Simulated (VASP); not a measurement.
All values below come from PBE GGA, VASP's PBE PAW potentials (set 64) (plane waves; VASP).

A VASP calculation is set up with these files.

**POSCAR**
```
CoAl
1
    2.6914353023     0.0000000000    -0.0000000000
    0.0000000000     2.6914353023    -0.0000000000
    0.0000000000     0.0000000000     2.6914353023
Al Co
1 1
Direct
  0.5000000000   0.5000000000   0.5000000000
  0.0000000000   0.0000000000   0.0000000000
```

INCAR:
```
SYSTEM=CoAl
PREC=Accurate; ENCUT=500; LREAL=.False.
LASPH=.True.
EDIFF=1E-6; NELM=100; ALGO=Normal
LMAXMIX=4
ISMEAR=1; SIGMA=0.1
GGA=PE
IBRION=2; NSW=40; ISIF=3
EDIFFG=-0.02; PSTRESS=450
LWAVE=.False.; LCHARG=.False.
```

### KPOINTS
```
K-points
0
Gamma
13 13 13
```

POTCAR, in this order: Al Co (PBE.64 set). Program: vasp_std.

### Question
What does the run give for the energy per atom (σ→0), pressure, band gap (on the k-mesh)?

### Answer

```
Property                                                     Value
------------------------  ----------------------------------------
energy per atom (σ→0)                               -5.772 eV/atom
band gap (on the k-mesh)  none (metal, semimetal or under 0.01 eV)
pressure                                                 44.94 GPa
```

File OSZICAR:
```
...
DAV:   7    -0.115920091821E+02    0.30664E+01   -0.24480E+01  1854   0.760E+01    0.225E+00
DAV:   8    -0.115603946803E+02    0.31615E-01   -0.18461E-01  1860   0.445E+00    0.117E+00
DAV:   9    -0.115452152691E+02    0.15179E-01   -0.49541E-02  2022   0.326E+00    0.289E-01
DAV:  10    -0.115449297341E+02    0.28553E-03   -0.13807E-03  2400   0.566E-01    0.177E-01
DAV:  11    -0.115449137405E+02    0.15994E-04   -0.27912E-05  1942   0.508E-02    0.229E-02
DAV:  12    -0.115449096627E+02    0.40778E-05   -0.25994E-05  1908   0.811E-02    0.556E-03
DAV:  13    -0.115449098151E+02   -0.15248E-06   -0.34450E-07   912   0.657E-03
   1 F= -.60690318E+01 E0= -.60688991E+01  d E =-.606903E+01
```

The compound is CoAl in the CsCl type structure. It was relaxed first under an external pressure of 45 GPa. The run is not spin-polarised, so no magnetic state was tried.
